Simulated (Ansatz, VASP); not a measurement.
# KLiGe4S9 in two plane-wave programs

One calculation is typed for both programs; each brings its own data sets. How far apart do they land? The structure shown is the start of the Ansatz relaxation below; VASP solves that cell, so the two are compared at the walk's first step.

Program: Ansatz 0.2.0. Level of theory: plane waves, with VASP 6.6.1 beside it; single point at PBE with D3(BJ). Results are calculated unless marked as measured.

## (1) The structure

The cell holds 30 atoms: 8 Ge, 2 K, 2 Li and 18 S. Its edges and angles: a = 9.303 Å, b = 9.303 Å, c = 9.303 Å, α = 90.0°, β = 90.0°, γ = 90.0°.

## (2) Ansatz: relaxation, PBE with D3(BJ)

Ansatz runs on its PAW soft_1 files.

The two programs are compared at the cell with which this relaxation starts, whose forces are those of its first step.

input.yaml

```yaml
crystal:
  lattice:
    - [9.3026546505, 0.0, 0.0]
    - [0.0, 9.3026546505, 0.0]
    - [0.0, 0.0, 9.3026546505]
  atoms:
    - { symbol: Ge, position: [0.85479, 0.478781, 0.220097] }
    - { symbol: Ge, position: [0.19746, 0.720925, 0.150225] }
    - { symbol: Ge, position: [0.326672, 0.634492, 0.570153] }
    - { symbol: Ge, position: [0.6267, 0.794963, 0.056772] }
    - { symbol: Ge, position: [0.168877, 0.156625, 0.235623] }
    - { symbol: Ge, position: [0.556062, 0.226641, 0.983959] }
    - { symbol: Ge, position: [0.411864, 0.067526, 0.585989] }
    - { symbol: Ge, position: [0.682388, 0.353201, 0.582358] }
    - { symbol: K, position: [0.069707, 0.303383, 0.827463] }
    - { symbol: K, position: [0.795615, 0.824456, 0.55236] }
    - { symbol: Li, position: [0.946821, 0.643992, 0.831549] }
    - { symbol: Li, position: [0.458795, 0.443394, 0.273651] }
    - { symbol: S, position: [0.141156, 0.941524, 0.165425] }
    - { symbol: S, position: [0.344895, 0.254426, 0.12555] }
    - { symbol: S, position: [0.411546, 0.844605, 0.579731] }
    - { symbol: S, position: [0.173181, 0.607781, 0.724741] }
    - { symbol: S, position: [0.02152, 0.593502, 0.090923] }
    - { symbol: S, position: [0.839759, 0.451846, 0.458739] }
    - { symbol: S, position: [0.731831, 0.697288, 0.233446] }
    - { symbol: S, position: [0.412548, 0.15073, 0.796714] }
    - { symbol: S, position: [0.492312, 0.47885, 0.554713] }
    - { symbol: S, position: [0.623548, 0.021301, 0.064087] }
    - { symbol: S, position: [0.605608, 0.152807, 0.498861] }
    - { symbol: S, position: [0.236085, 0.633635, 0.360075] }
    - { symbol: S, position: [0.715413, 0.736782, 0.861769] }
    - { symbol: S, position: [0.98571, 0.277853, 0.205231] }
    - { symbol: S, position: [0.23876, 0.140709, 0.45548] }
    - { symbol: S, position: [0.408861, 0.72294, 0.071306] }
    - { symbol: S, position: [0.661664, 0.387663, 0.121592] }
    - { symbol: S, position: [0.713775, 0.298589, 0.797585] }
  symmetry: { detect: false }
kpoints:
  mp_grid: { grid: [1, 1, 1] }
scf:
  occupations: { method: fermi_dirac, width: 0.05 }
hamiltonian:
  xc: pbe
  dispersion: d3bj
  pseudopotentials: { kind: paw, azcp: { folder: soft_1 } }
output:
  forces: true
  stress: true
relax:
  f_tol: 0.04
  max_steps: 160
  escape_saddle: false
  cell: { stress_tol: 0.4, fix: [] }
```

The run is started by

```console
> ansatz run input.yaml --threads 4 --pin off --max-ram 14336MiB --backend cpu --events-out ev --progress --plain --runs-dir out
```

Numbers of over 12 decimals in the logs are rounded to 6 here.

Log:

```text
Engine: ansatz 0.2.0, aarch64-unknown-linux-gnu
Pseudopotentials: kind: paw
Pseudopotential: Ge, paw, valence charge 14, recommended cutoff 420 eV (normal), soft_1/Ge.paw.azcp
Pseudopotential: K, paw, valence charge 9, recommended cutoff 420 eV (normal), soft_1/K.paw.azcp
Pseudopotential: Li, paw, valence charge 3, recommended cutoff 420 eV (normal), soft_1/Li.paw.azcp
Pseudopotential: S, paw, valence charge 6, recommended cutoff 420 eV (normal), soft_1/S.paw.azcp
Functional definition: PBE
  parameter kappa = 0.804
  parameter beta = 0.066725
  exchange = pbe_x(kappa = kappa, mu = beta*pi^2/3)
  correlation = pbe_c(beta = beta)
Crystal: 30 atoms, lattice volume = 805.046 Å³
Basis set: ecut = 420 eV, 15659 PW (Γ), exchange–correlation on 128×128×128 points (8 copies of the dense FFT grid, shifted against one another)
Bands: 152, of which v1, the nominal top of the filled ones, is band 122 counted from 1 (121 counted from 0)
Symmetry: 1 space group operations
k-points: 1
Non-local potential: Ge, projectors of the file, l = 0: 2, l = 1: 2, l = 2: 3, l = 3: 1
Non-local potential: K, projectors of the file, l = 0: 3, l = 1: 2, l = 2: 2
Non-local potential: Li, projectors of the file, l = 0: 3, l = 1: 2, l = 2: 1
Non-local potential: S, projectors of the file, l = 0: 2, l = 1: 2, l = 2: 1
PAW form: soft (Blöchl's): semilocal exchange-correlation on the pseudo side does not see the compensation charge
PAW one-centre angular grid: Ge, 590 points (default); XC on 64 Gauss nodes
PAW one-centre angular grid: K, 110 points (default); XC on 64 Gauss nodes
PAW one-centre angular grid: Li, 110 points (default); XC on 96 Gauss nodes
PAW one-centre angular grid: S, 110 points (default); XC on 64 Gauss nodes
Initial density: superposition of atomic densities (chi_scale 0.1, normalization cell, long waves kept (reshape's long-wave potential 0.24 eV rms))
Initial wavefunctions: pseudopotential atomic-orbital guess
Functional: x = pbe(κ = 0.804, μ = 0.219515), c = pbe(β = 0.066725)
SCF iter   1: F=—  HF=-54094.616878 eV  |F-HF|=—  |Δ(HF+E_count)|=         —  Δρ=4.13e-2  dr2=1.69e1  ethr=3.10e-3  ⟨swp⟩=7.0  Hψ=708  notcnv=0  defer=16
preconditioner: auto → Resta (q_TF=auto, 2.236 Å⁻¹)  ε∞=3.4  [insulator: Δε(μ)=0.380 eV  Ē_g=10.542 eV  σ=0.050 eV  W_gap=0.96  n_scr=146 (ndim 8)  ℏωp=16.3 eV  f_vac=0.121  D(μ)=1.79/eV (n_scr^D=0)  ε∞_Penn≈3.4]
SCF iter   2: F=—  HF=-54090.279522 eV  |F-HF|=—  |Δ(HF+E_count)|=    4.34e0  Δρ=1.86e-2  dr2=3.20e0  ethr=3.10e-3  ⟨swp⟩=3.0  Hψ=306  notcnv=0  defer=24
preconditioner: auto → LDOS  [metal: Δε(μ)=0.110 eV  Ē_g=10.483 eV  σ=0.050 eV  W_gap=0.49  n_scr=146 (ndim 8)  ℏωp=16.3 eV  f_vac=0.136  D(μ)=18.84/eV (n_scr^D=122)  β→1.0]
SCF iter   3: F=—  HF=-54089.619937 eV  |F-HF|=—  |Δ(HF+E_count)|=   6.60e-1  Δρ=6.76e-3  dr2=9.11e-1  ethr=1.31e-3  ⟨swp⟩=3.0  Hψ=256  notcnv=0  defer=24
SCF iter   4: F=—  HF=-54089.568185 eV  |F-HF|=—  |Δ(HF+E_count)|=   5.18e-2  Δρ=3.22e-3  dr2=2.08e-1  ethr=3.74e-4  ⟨swp⟩=3.0  Hψ=257  notcnv=0  defer=24
SCF iter   5: F=—  HF=-54089.544139 eV  |F-HF|=—  |Δ(HF+E_count)|=   2.40e-2  Δρ=1.45e-3  dr2=3.70e-2  ethr=8.52e-5  ⟨swp⟩=3.0  Hψ=303  notcnv=0  defer=24
SCF iter   6: F=—  HF=-54089.536294 eV  |F-HF|=—  |Δ(HF+E_count)|=   7.84e-3  Δρ=7.16e-4  dr2=9.46e-3  ethr=1.52e-5  ⟨swp⟩=2.0  Hψ=238  notcnv=0  defer=24
SCF iter   7: F=—  HF=-54089.535439 eV  |F-HF|=—  |Δ(HF+E_count)|=   8.55e-4  Δρ=4.15e-4  dr2=3.44e-3  ethr=3.88e-6  ⟨swp⟩=2.0  Hψ=240  notcnv=0  defer=24
SCF iter   8: F=—  HF=-54089.534914 eV  |F-HF|=—  |Δ(HF+E_count)|=   5.25e-4  Δρ=1.89e-4  dr2=7.37e-4  ethr=1.41e-6  ⟨swp⟩=2.0  Hψ=245  notcnv=0  defer=24
SCF iter   9: F=—  HF=-54089.534806 eV  |F-HF|=—  |Δ(HF+E_count)|=   1.08e-4  Δρ=9.79e-5  dr2=1.87e-4  ethr=3.02e-7  ⟨swp⟩=2.0  Hψ=244  notcnv=0  defer=24
SCF iter  10: F=—  HF=-54089.534779 eV  |F-HF|=—  |Δ(HF+E_count)|=   2.68e-5  Δρ=5.01e-5  dr2=5.07e-5  ethr=7.67e-8  ⟨swp⟩=2.0  Hψ=177  notcnv=0  defer=24
[...]
SCF 1 converged in 15 iterations: F = -54089.535603 eV  dr2 = 3.00e-8
[...]
SCF iter   5: F=—  HF=-54103.494376 eV  |F-HF|=—  |Δ(HF+E_count)|=   9.47e-7  Δρ=2.42e-5  dr2=7.26e-6  ethr=2.21e-8  ⟨swp⟩=2.0  Hψ=274  notcnv=0
SCF iter   6: F=—  HF=-54103.494989 eV  |F-HF|=—  |Δ(HF+E_count)|=   6.13e-4  Δρ=1.06e-5  dr2=1.26e-6  ethr=2.97e-9  ⟨swp⟩=2.0  Hψ=270  notcnv=0
SCF iter   7: F=—  HF=-54103.494990 eV  |F-HF|=—  |Δ(HF+E_count)|=   8.03e-7  Δρ=4.46e-6  dr2=2.59e-7  ethr=5.15e-10  ⟨swp⟩=2.0  Hψ=274  notcnv=0
SCF iter   8: F=—  HF=-54103.494990 eV  |F-HF|=—  |Δ(HF+E_count)|=   1.15e-7  Δρ=1.35e-6  dr2=2.22e-8  ethr=1.06e-10  ⟨swp⟩=2.0  Hψ=274  notcnv=0
SCF iter   9: F=-54103.494990 eV  HF=-54103.494990 eV  |F-HF|=2.03e-9  |Δ(HF+E_count)|=   2.53e-8  Δρ=5.80e-7  dr2=4.00e-9  ethr=7.87e-12  ⟨swp⟩=5.0  Hψ=533  notcnv=0
SCF 40 converged in 9 iterations: F = -54103.494990 eV  dr2 = 4.00e-9
relax step  40: F+E_penalty+E_count = -54103.49499027 eV  Δ(F+E_penalty+E_count) = -6.519e-3 eV  max|allowed force component| = 1.871e-2 eV/Å  Δτ_max = 0.0396 Å  P = +0.001 GPa  Ω = 725.892 Å³  energy of the carried Pulay correction = +1.645e-2 eV  (9 SCF iters, accepted)
[...]
SCF iter   4: F=-54103.489923 eV  HF=-54103.489923 eV  |F-HF|=1.96e-9  |Δ(HF+E_count)|=   8.42e-6  Δρ=1.42e-6  dr2=1.78e-8  ethr=7.87e-12  ⟨swp⟩=4.0  Hψ=633  notcnv=0
SCF 41 converged in 4 iterations: F = -54103.489923 eV  dr2 = 1.78e-8
relax step  41: F+E_penalty+E_count = -54103.48992266 eV  Δ(F+E_penalty+E_count) = +5.068e-3 eV  max|allowed force component| = 1.869e-2 eV/Å  Δτ_max = 0.0000 Å  P = -0.013 GPa  Ω = 725.892 Å³  stress off target by 5.05e-2 GPa  SCF on the basis re-selected at this cell (its energy is not comparable with the rows above)  (4 SCF iters)
basis re-selected at this cell: Δ(F+E_penalty+E_count) = +5.068e-3 eV, ΔP = -0.014 GPa vs the last step (what re-selecting the basis moved, of the pressure what is left beyond the Pulay correction that the steps carried, after the strain that the cell walked since its last selection, with what the two solves' SCF thresholds leave and, on support functions, any second-order correction that the steps lacked; it is no m [...]
SCF converged after 4 iterations
Free energy (F): -54103.489923 eV
Harris-Foulkes:  -54103.489923 eV  (|F-HF|=1.96e-9)
Internal energy: -54103.489922 eV  (E = F + TS)
E sigma→0 (E₀):  -54103.489922 eV
Entropy (-TS):   -0.000000 eV (-0.000 meV/atom)
Fermi energy:    4.938560 eV
--- Per-component energies (eV) ---
  E_band       = -2198.282565
  E_kinetic    = 3175.857600
  E_local      = -28073.150647  (includes V_loc(G=0)·N_el)
  E_nonlocal   = 2370.780033
  E_hartree    = 12657.000541
  E_xc         = -2452.831220
  E_vxc        = -2350.952599  (∫ρ·V_xc dr)
  E_paw        = -28693.581857  (= ΣΔE_a)
  E_vpaw       = -2634.831106  (= ΣTr[D̂ρ^β])
  E_aug_tail   = 0.000624  (compensation charges beyond the density's cutoff)
  E_ewald      = -13080.053558
  E_disp       = -7.511439  (pairwise vdW)
  E_smearing   = -0.000000  (= −TS)
  E_closure    = -0.000000  (closes the sum)
  Σ components = -54103.489923   (vs F -54103.489923, Δ=0.00e0)
--- Forces (eV/Å), atoms counted from 1 ---
  atom   1  Ge     0.01043968     0.00042541    -0.00896249
  atom   2  Ge    -0.00383128     0.00071299     0.01089764
  atom   3  Ge    -0.00436113    -0.00807884     0.00416262
  atom   4  Ge    -0.00432163    -0.00434635     0.01579122
  atom   5  Ge     0.00286414    -0.00342141    -0.00496701
  atom   6  Ge     0.00181630     0.00206460     0.01235320
  atom   7  Ge    -0.00584288     0.01445366     0.00840951
  atom   8  Ge    -0.01020206     0.00572460    -0.00280447
  atom   9  K     -0.00795307    -0.00872966    -0.00098792
  atom  10  K     -0.01060008    -0.00188890     0.00851442
  atom  11  Li     0.00109663    -0.01869431     0.00658694
  atom  12  Li     0.00109355     0.00373808    -0.01159162
  atom  13  S     -0.00263358    -0.00059880    -0.00393290
  atom  14  S      0.00020921     0.00751086    -0.00810524
  atom  15  S     -0.00035947    -0.00264076    -0.00459426
  atom  16  S      0.00992249    -0.00525225    -0.00892557
  atom  17  S     -0.00454236     0.01504292    -0.00290660
  atom  18  S     -0.00503441     0.00059920    -0.01069613
  atom  19  S     -0.00408731     0.01073270     0.00269647
  atom  20  S      0.00413727    -0.00913000    -0.00698586
  atom  21  S      0.00814302    -0.00396151     0.00710095
  atom  22  S      0.00662682    -0.00999343     0.00299451
  atom  23  S      0.00009858    -0.00337266     0.00143713
  atom  24  S      0.01281180     0.00845816    -0.00260765
  atom  25  S      0.00235608     0.01344056    -0.00812535
  atom  26  S      0.00790679    -0.00128003     0.00308902
  atom  27  S      0.00564607    -0.00285205     0.00197285
  atom  28  S     -0.00550635     0.00830592    -0.00003771
  atom  29  S      0.00391305     0.00269802    -0.00165073
  atom  30  S     -0.00980953    -0.00968628     0.00188941
  max |Σ_I F_I| component: 1.96e-5 eV/Å
--- Stress (GPa, compression-positive) ---
       -0.044068      -0.014879      -0.016912
       -0.014878      -0.004633       0.025616
       -0.016911       0.025616       0.010082
  P = ⅓ Tr σ = -0.0129 GPa (-0.129 kbar)
--- Relaxed structure (40 steps of the walk, 38 accepted, 1 SCFs on fresh bases) ---
  F+E_penalty+E_count = -54103.48992266 eV   max|allowed force component| = 1.869e-2 eV/Å   (the final SCF, on the basis selected at the relaxed cell)
  cell:  # Å, volume = 725.8920 Å³
    - [9.022366, -0.293567, 0.561886]
    - [-0.293567, 9.050843, 0.415787]
    - [0.561886, 0.415787, 8.954420]
  atoms:
    - { symbol: Ge, position: [0.816068, 0.541542, 0.246804] }
    - { symbol: Ge, position: [0.218022, 0.716209, 0.146482] }
    - { symbol: Ge, position: [0.341209, 0.638207, 0.572454] }
    - { symbol: Ge, position: [0.631457, 0.834317, 0.040634] }
    - { symbol: Ge, position: [0.184306, 0.120868, 0.240923] }
    - { symbol: Ge, position: [0.480234, 0.183115, 0.943545] }
    - { symbol: Ge, position: [0.455821, 0.00556706, 0.584690] }
    - { symbol: Ge, position: [0.632774, 0.353759, 0.574083] }
    - { symbol: K, position: [0.064226, 0.285106, 0.682692] }
    - { symbol: K, position: [0.916170, 0.868702, 0.495924] }
    - { symbol: Li, position: [1.001891, 0.770704, 0.893923] }
    - { symbol: Li, position: [0.465587, 0.462208, 0.219301] }
    - { symbol: S, position: [0.104464, 0.928698, 0.114072] }
    - { symbol: S, position: [0.307967, 0.305833, 0.075427] }
    - { symbol: S, position: [0.541878, 0.777717, 0.610275] }
    - { symbol: S, position: [0.170614, 0.611496, 0.763808] }
    - { symbol: S, position: [0.027809, 0.563303, 0.078364] }
    - { symbol: S, position: [0.841165, 0.504740, 0.498971] }
    - { symbol: S, position: [0.705256, 0.756568, 0.264028] }
    - { symbol: S, position: [0.335011, 0.056210, 0.807370] }
    - { symbol: S, position: [0.411780, 0.414305, 0.499766] }
    - { symbol: S, position: [0.542957, 0.036978, 0.136018] }
    - { symbol: S, position: [0.671833, 0.129405, 0.491526] }
    - { symbol: S, position: [0.179859, 0.655072, 0.396959] }
    - { symbol: S, position: [0.787010, 0.884629, 0.838251] }
    - { symbol: S, position: [0.986938, 0.210451, 0.335415] }
    - { symbol: S, position: [0.246817, 0.045262, 0.477267] }
    - { symbol: S, position: [0.437902, 0.662718, 0.016312] }
    - { symbol: S, position: [0.694073, 0.361038, 0.168290] }
    - { symbol: S, position: [0.652824, 0.356481, 0.822592] }
```

[end of part 1 of 2]

[Lines on the potential files, build, host, timing and source positions are cut from VASP's logs without a mark.]

[Logs are printed without paths, hosts, clocks, repeated set-up lines and the standing remarks that a program may print on its own settings, such as how far it seeks lower states.]

[Hosts, paths, dates, database ids (printed as entryN), source tags and the programs' standing remarks are cut or masked in the printed files.]
